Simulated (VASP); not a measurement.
A VASP calculation is set up with these files.

**POSCAR**
```
Pd
1
    0.0000000000     1.8804434401     1.8804434401
    1.8804434401     0.0000000000     1.8804434401
    1.8804434401     1.8804434401     0.0000000000
Pd
1
Direct
  0.0000000000   0.0000000000   0.0000000000
```

INCAR:
```
ALGO = Normal
EDIFF = 1E-7
ENCUT = 520
ISIF = 2
ISMEAR = 1
LASPH = .TRUE.
LCHARG = .FALSE.
LMAXMIX = 4
LREAL = .FALSE.
LWAVE = .FALSE.
NELM = 100
PREC = Accurate
SIGMA = 0.1
SYSTEM = Pd
```

### KPOINTS
```
Automatic mesh
0
Gamma
16 16 16
0 0 0
```

POTCAR, in this order: Pd (LDA.64 set). Program: vasp_std.

**Question.** Translate this LDA calculation to Ansatz.

**Answer.** One equivalent input (not run):
Ansatz 0.2 input:
```yaml
crystal:
  lattice:
    - [0.0000000, 1.8804434, 1.8804434]
    - [1.8804434, 0.0000000, 1.8804434]
    - [1.8804434, 1.8804434, 0.0000000]
  atoms:
    - { symbol: Pd, position: [0.0000000, 0.0000000, 0.0000000] }
kpoints:
  mp_grid: { grid: [16, 16, 16] }
hamiltonian:
  xc: lda
  pseudopotentials: { kind: paw }
scf:
  occupations: { method: methfessel_paxton, width: 0.1 }
  max_iter: 100
output: { forces: true, stress: true, eigenvalues: true }
```
The two are equivalent in intent, not identical: each code has its own PAW files, so the cut-off isn't converted (ENCUT is set for VASP's; basis.ecutwfc is left out, and Ansatz then takes the one that its files recommend); Ansatz stops its SCF on the density residual and VASP on the energy change (EDIFF); Ansatz's lda is the Perdew-Wang form, while the LDA potentials of VASP carry Perdew-Zunger's.

The compound is Pd in the fcc structure. This cell is one point of a volume scan, at 0.94 of the reference volume.
